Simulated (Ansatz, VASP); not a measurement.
## Two plane-wave programs on YAl2N3

```xyz
6
Lattice="5.1128 0.0000 0.0000 -2.5564 4.4278 0.0000 0.0000 0.0000 2.9153" Properties=species:S:1:pos:R:3 pbc="T T T"
Y     0.0000    0.0000    0.0000
Al    0.0000    2.9519    1.4575
Al    2.5564    1.4759    1.4578
N     2.5564    0.0000    0.0000
N    -1.2782    2.2139    0.0000
N     1.2782    2.2139    0.0000
```

Alike in both runs: functional PBE; k mesh 6 × 6 × 2; occupations gaussian, width 0.1 eV; no spin polarisation.

Ansatz relaxed the structure, and its values are those at the end. VASP's run is a single point on that final structure, the one shown.

```csv
,VASP,Ansatz
version,VASP 6.6.1,Ansatz 0.2.0
potentials or method,"VASP PAW PBE potentials, release 64 (Y_sv, Al, N)","scalar-relativistic, plane waves, PAW"
plane-wave cutoff (eV),520,420
valence electrons in the cell,32,32
```

Ansatz gave:

| Quantity | Value |
| --- | --- |
| gap on the k mesh at the Fermi level (eV) | none |
| pressure (GPa) | 0.0 |

Question: What did VASP give for the same quantities?

Answer: gap on the k mesh at the Fermi level (eV): none; pressure (GPa): -0.2.

A gap of «none» marks a metal or a gap that the smearing closes.

Caveats: the k mesh is coarse (spacing up to 1.08 Å⁻¹), so the values aren't converged.
